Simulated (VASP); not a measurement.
An input for Quantum ESPRESSO's pw.x (written as the equivalent of a VASP run, and not itself run):

```
&CONTROL
  calculation = 'scf'
  pseudo_dir = './pseudo'
  outdir = './out'
  tprnfor = .true.
  tstress = .true.
/
&SYSTEM
  ibrav = 0
  nat = 3
  ntyp = 2
  ecutwfc = 84
  occupations = 'tetrahedra'
  input_dft = 'vdw-df-cx'
/
&ELECTRONS
  conv_thr = 7.3e-09
  electron_maxstep = 100
/
ATOMIC_SPECIES
  Mg 24.305 Mg.upf
  B 10.810 B.upf
CELL_PARAMETERS angstrom
     1.5429353   -2.6724418    0.0000000
     1.5429353    2.6724418   -0.0000000
     0.0000000   -0.0000000    3.4834574
ATOMIC_POSITIONS crystal
  Mg   0.0000000  0.0000000  1.0000000
  B    0.3333330  0.6666670  0.5000000
  B    0.6666670  0.3333330  0.5000000
K_POINTS automatic
  13 13 10 0 0 0
```

Question: Translate this input to VASP (INCAR, KPOINTS, POSCAR, choice of POTCAR).

Answer: One answer among several that fit: 
KPOINTS:
```
kpoints
0
gamma
 13 13 10
```

**POSCAR**
```
MgB2
3.085870
  0.5000000853  -0.8660253910   0.0000000000
  0.5000000853   0.8660253910   0.0000000000
  0.0000000000   0.0000000000   1.1288412563
Mg B
1 2
direct
  0.0000000000   0.0000000000   1.0000000000
  0.3333330000   0.6666670000   0.5000000000
  0.6666670000   0.3333330000   0.5000000000
```

INCAR:
```
SYSTEM=MgB2
PREC=Accurate
ALGO=Normal   # blocked Davidson
AGGAC=0.0
ENCUT=520   # plane-wave cut-off (eV)
EDIFF=1E-7
NEDOS=601   # DOS grid
LUSE_VDW=T
LCHARG=T
NELM=100   # most electronic steps
LORBIT=11   # lm-projected
LASPH=T   # aspherical one-centre terms
LWAVE=F
ISIF=2
LEFG=T
ISMEAR=-5   # tetrahedra, Bloechl
GGA=CX
LREAL=F   # projection in real space or not
```

POTCAR, in this order: Mg B (PBE.64 set). Program: vasp_std.

Limits of the translation: the potentials are each code's own (VASP's PAW set, PseudoDojo norm-conserving files in pw.x), so ENCUT and ecutwfc are chosen apart and not converted; conv_thr bounds pw.x's estimated SCF error, while EDIFF bounds the energy change between steps; the field gradients of LEFG aren't asked of the other code.

The compound is MgB2 in the AlB2 type structure. It was relaxed first.
